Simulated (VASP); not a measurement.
An input for Ansatz (written as the equivalent of a VASP run, and not itself run):

Ansatz 0.2 input:
```yaml
crystal:
  lattice:
    - [4.9402458, 0.0000000, 0.0000000]
    - [-2.4701229, 4.2783785, 0.0000000]
    - [0.0000000, 0.0000000, 5.4568819]
  atoms:
    - { symbol: Si, position: [0.5310958, 0.5310958, 0.0000000] }
    - { symbol: Si, position: [0.4689042, 0.0000000, 0.3333330] }
    - { symbol: Si, position: [1.0000000, 0.4689042, 0.6666670] }
    - { symbol: O, position: [0.2691669, 0.4127005, 0.7845825] }
    - { symbol: O, position: [0.5872995, 0.8564665, 0.1179155] }
    - { symbol: O, position: [0.1435335, 0.7308331, 0.4512495] }
    - { symbol: O, position: [0.4127005, 0.2691669, 0.2154175] }
    - { symbol: O, position: [0.8564665, 0.5872995, 0.8820845] }
    - { symbol: O, position: [0.7308331, 0.1435335, 0.5487505] }
kpoints:
  mp_grid: { grid: [5, 5, 4] }
hamiltonian:
  xc: r2scan
  pseudopotentials: { kind: paw }
scf:
  occupations: { method: gaussian, width: 0.05 }
  max_iter: 100
relax:
  max_steps: 60
  f_tol: 0.02
  cell: {}
output: { forces: true, stress: true, eigenvalues: true }
```

Q: Write the VASP files for the same calculation (r2SCAN).

A: Several could match; the one computed here: 
KPOINTS:
```
Automatic mesh
0
Gamma
5 5 4
0 0 0
```

INCAR:
```
ALGO = Normal   ! blocked Davidson
LMIXTAU = .True.
SIGMA = 0.05   ! width (eV)
NELM = 100
ISMEAR = 0   ! Gaussian
NSW = 60   ! most ionic steps
SYSTEM = SiO2
METAGGA = R2SCAN
LASPH = .True.
LREAL = .False.   ! projection in real space or not
IBRION = 2   ! conjugate gradients
EDIFF = 1E-6   ! SCF stop (eV)
EDIFFG = -0.02
LCHARG = .False.
ENCUT = 520   ! plane-wave cut-off (eV)
LWAVE = .False.
ISIF = 3   ! ions, shape and volume
PREC = Accurate
```

**POSCAR**
```
SiO2
1.0
  4.9402458199   0.0000000000   0.0000000000
 -2.4701229099   4.2783785040   0.0000000000
  0.0000000000   0.0000000000   5.4568818751
Si O
3 6
Cartesian
  1.3118719912   2.2722290070   0.0000000000
  2.3165018376   0.0000000000   1.8189588061
  3.7819949011   2.0061494970   3.6379230690
  0.3103299490   1.7656888887   4.2813739277
  0.7858265466   3.6642876867   0.6434508587
 -1.0961564955   3.1267804325   2.4624151217
  1.3739664144   1.1515980715   1.1755079474
  2.7804528590   2.5126896153   4.8134310164
  3.2559494566   0.6140908173   2.9944667534
```

POTCAR, in this order: Si O (PBE.64 set). Program: vasp_std.

The two are equivalent in intent, not identical: each code has its own PAW files, so the cut-off isn't converted (ENCUT is set for VASP's; basis.ecutwfc is left out, and Ansatz then takes the one that its files recommend); Ansatz stops its SCF on the density residual and VASP on the energy change (EDIFF).

The structure comes from a computed database's SiO2 entry (P3_121); how it stands against other phases isn't given here. This run relaxes it. Symmetry was kept, so distortions that lower it aren't found. The start is the result of an earlier pass.
